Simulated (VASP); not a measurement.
Energy against volume of TiO2 (rutile). Calculation: LDA (Ceperley-Alder, Perdew-Zunger), VASP's LDA PAW potentials (set 64) (plane waves; VASP 6.6.1). Numerical set-up: 520 eV cut-off, 5×5×8 Γ-centred mesh, Gaussian smearing of 0.050 eV, potentials Ti_sv O.

Shape and ions are relaxed at each volume.

```json
[
 {"V (Å³/atom)": "9.801", "E (eV/atom)": "-9.78866"},
 {"V (Å³/atom)": "10.104", "E (eV/atom)": "-9.79649"},
 {"V (Å³/atom)": "10.407", "E (eV/atom)": "-9.79053"},
 {"V (Å³/atom)": "10.710", "E (eV/atom)": "-9.77316"}
]
```

Problem. Fit these four points and predict the energy of the run at 9.497 Å³/atom.

Solution. A cubic in V^(−2/3), the third-order Birch-Murnaghan form, passes through the four points with V0 = 10.12 Å³/atom and B0 = 241 GPa, and gives -9.7641 eV/atom there. The run gave -9.7644 eV/atom, -0.3 meV/atom from the fit; all five points give B0 = 240 GPa.

The compound is TiO2 in the rutile structure. It was relaxed first.
